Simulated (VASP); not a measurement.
An input for Quantum ESPRESSO's pw.x (written as the equivalent of a VASP run, and not itself run):

```
&CONTROL
  calculation = 'vc-relax'
  pseudo_dir = './pseudo'
  outdir = './out'
  tprnfor = .true.
  tstress = .true.
  nstep = 60
  forc_conv_thr = 0.00039
/
&SYSTEM
  ibrav = 0
  nat = 2
  ntyp = 2
  ecutwfc = 80
  occupations = 'smearing'
  smearing = 'gaussian'
  degauss = 0.003675
  input_dft = 'pw91'
/
&ELECTRONS
  conv_thr = 7.3e-08
  electron_maxstep = 100
/
&IONS
/
&CELL
/
ATOMIC_SPECIES
  In 114.818 In.upf
  Sb 121.760 Sb.upf
CELL_PARAMETERS angstrom
     0.0000000    3.2400000    3.2400000
     3.2400000    0.0000000    3.2400000
     3.2400000    3.2400000    0.0000000
ATOMIC_POSITIONS crystal
  In   0.0000000  0.0000000  0.0000000
  Sb   0.2500000  0.2500000  0.2500000
K_POINTS automatic
  6 6 6 0 0 0
```

Problem. Write the VASP files for the same calculation (PW91).

Solution. Several could match; the one computed here: 
### KPOINTS
```
Automatic mesh
0
Gamma
6 6 6
0 0 0
```

**POSCAR**
```
InSb
1
    0.0000000000     3.2400000000     3.2400000000
    3.2400000000     0.0000000000     3.2400000000
    3.2400000000     3.2400000000     0.0000000000
In Sb
1 1
Direct
  0.0000000000   0.0000000000   0.0000000000
  0.2500000000   0.2500000000   0.2500000000
```

**INCAR**
```
ALGO = Normal
EDIFF = 1E-6
EDIFFG = -0.01
ENCUT = 520
GGA = 91
IBRION = 2
ISIF = 3
ISMEAR = 0
LASPH = T
LCHARG = F
LMAXMIX = 4
LREAL = F
LWAVE = F
NELM = 100
NSW = 60
PREC = Accurate
SIGMA = 0.05
SYSTEM = InSb
```

POTCAR, in this order: In_d Sb (PBE.64 set). Program: vasp_std.

What does not carry over: the potentials are each code's own (VASP's PAW set, PseudoDojo norm-conserving files in pw.x), so ENCUT and ecutwfc are chosen apart and not converted; conv_thr bounds pw.x's estimated SCF error, while EDIFF bounds the energy change between steps; forc_conv_thr acts on force components and is met together with etot_conv_thr.

The compound is InSb in the zinc blende structure. This run relaxes it. Symmetry was kept, so distortions that lower it aren't found.
